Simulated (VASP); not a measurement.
These are PBE GGA with D4 dispersion, VASP's PBE PAW potentials (set 64) (plane waves; VASP) values and carry that method's errors.

VASP input:

File POSCAR:
```
CsCl
4.2337370
  0.9999999500   0.0000000000   0.0000000000
  0.0000000000   0.9999999500   0.0000000000
  0.0000000000   0.0000000000   0.9999999500
Cs Cl
1 1
Cartesian
  0.0000000000   0.0000000000   0.0000000000
  0.4999999750   0.4999999750   0.4999999750
```

File KPOINTS:
```
Automatic mesh
0
Gamma
7 7 7
0 0 0
```

**INCAR**
```
# general
SYSTEM  = CsCl
PREC    = Accurate
ENCUT   = 520   # plane-wave cut-off (eV)
LREAL   = .FALSE.   # projection in real space or not
LASPH   = .TRUE.

# electronic loop
EDIFF   = 1E-7   # SCF stop (eV)
NELM    = 100   # most electronic steps
ALGO    = Normal   # blocked Davidson
LMAXMIX = 4   # l cut-off of mixed one-centre charges

# smearing
ISMEAR  = 0
SIGMA   = 0.05

# functional
GGA     = PE   # PBE
IVDW    = 13   # D4

# ions
ISIF    = 2

# output
LWAVE   = .FALSE.
LCHARG  = .FALSE.
```

POTCAR, in this order: Cs_sv Cl (PBE.64 set). Program: vasp_std.

Task: What will the output report for the number of irreducible k-points (NKPTS), largest plane-wave count, number of space-group operations, FFT grid (NGX, NGY, NGZ)?

Result: 
```yaml
number of irreducible k-points (NKPTS): 20
largest_plane_wave_count: 2057
number_of_space_group_operations: 48
FFT grid (NGX, NGY, NGZ): 32 × 32 × 32
```

The compound is CsCl in the CsCl type structure. This cell is one point of a volume scan, at 1.06 of the reference volume.
